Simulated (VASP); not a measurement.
A run of VASP 6.6.1 is set up as follows.

Contents of INCAR:

```
PREC = Accurate ; ENCUT = 600
EDIFF = 1E-6 ; ISMEAR = 0
SIGMA = 0.03 ; LREAL = False
LASPH = True ; NELM = 150
ALGO = Normal ; ISIF = 3
LWAVE = False ; LCHARG = False
ISPIN = 2 ; MAGMOM = 4 0
LORBIT = 11 ; LMAXMIX = 4
LDAU = True ; LDAUTYPE = 2
LDAUL = 2 -1 ; LDAUU = 5.3 0
LDAUJ = 0 0 ; LDAUPRINT = 1
GGA = PE ; IBRION = 2
NSW = 90 ; EDIFFG = -0.01
AMIX = 0.2 ; BMIX = 1E-4
AMIX_MAG = 0.8 ; BMIX_MAG = 1E-4
```

File KPOINTS:

```
Automatic mesh
0
Gamma
  12 12 12
```

Contents of POSCAR:

```
FeO
1.0
    0.0000000000      2.1554000000      2.1554000000
    2.1554000000      0.0000000000      2.1554000000
    2.1554000000      2.1554000000      0.0000000000
Fe O
1 1
Direct
    0.0000000000      0.0000000000      0.0000000000
    0.5000000000      0.5000000000      0.5000000000
```

Potentials or basis: VASP PAW PBE potentials, release 64 (Fe, O).

Launch:

```sh
$ cat potpaw_PBE.64/Fe/POTCAR potpaw_PBE.64/O/POTCAR > POTCAR
$ mpirun -np 1 vasp_std > vasp.out
```

(1) Predict the net moment.

(2) What does it give for the relaxed cell?

(3) Predict the space group after relaxing (to 0.05 Å).

Results:

(1) 4.00 μB per cell.

(2) a = 3.042 Å, b = 3.042 Å, c = 3.042 Å, α = 60.00°, β = 60.00°, γ = 60.00°.

(3) Fm-3m (No. 225).

Caveat: a cell with one magnetic atom can't hold antiferromagnetic order, which such compounds often take.
